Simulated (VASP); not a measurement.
A run of VASP 6.6.1:

INCAR

```
SYSTEM = Be3Se2O
PREC     = Normal         ! precision mode
ENCUT    = 520            ! plane-wave cutoff, eV
EDIFF    = 1E-5           ! SCF threshold, eV
ISMEAR   = 0              ! smearing method
SIGMA    = 0.05           ! smearing width, eV
LREAL    = Auto         
LASPH    = .TRUE.         ! aspherical terms in the spheres
NELM     = 80             ! most SCF steps
ALGO     = Fast           ! electronic algorithm
ISIF     = 3              ! what is computed and relaxed
LWAVE    = .FALSE.        ! write WAVECAR
LCHARG   = .FALSE.        ! write CHGCAR
GGA      = PE             ! functional
IBRION   = 2              ! ionic algorithm
NSW      = 110            ! ionic steps
EDIFFG   = -0.03          ! ionic threshold
ISYM     = 0
```

KPOINTS

```
regular mesh
0
G
  4 4 3
  0 0 0
```

Contents of POSCAR:

```
Be3Se2O
1.0
    5.0055418300     -2.9982897100     -0.0916812500
    4.9475514200      2.8957540900     -0.0658473600
   -0.0844553500      0.0244892900      5.4537024400
Be Se O
6 4 2
Direct
    0.8832772900      0.4205594500      0.4034628400
    0.5794614500      0.1657091900      0.3524411400
    0.1308598400      0.8946685600      0.3291501400
    0.4525203300      0.8068765900      0.8811504500
    0.1660602700      0.5820303400      0.9244071600
    0.8520950300      0.1574063500      0.8211682600
    0.8380536500      0.5301590400      0.0018215100
    0.5038984800      0.8054323100      0.5249335400
    0.1827663500      0.5457031100      0.5053234000
    0.5550949400      0.1009218100      0.9760645100
    0.8257378100      0.1738393900      0.5129448600
    0.1350854600      0.8077431000      0.0344586400
```

Potentials or basis: VASP PAW PBE potentials, release 64 (Be, Se, O).

Command:

```bash
$ cat potpaw_PBE.64/Be/POTCAR potpaw_PBE.64/Se/POTCAR potpaw_PBE.64/O/POTCAR > POTCAR
$ mpirun -np 1 vasp_std > vasp.out
```

Hardware: 1 thread of Intel(R) Xeon(R) Platinum 8488C (Sapphire Rapids), with other jobs on the host.

Q: How long does it take, and how much memory?

A: Wall time 10 min on 1 thread of Intel(R) Xeon(R) Platinum 8488C (Sapphire Rapids) (shared host), peak memory 0.23 GiB. Counts: scf iterations 153, k points 26, ion steps 20.
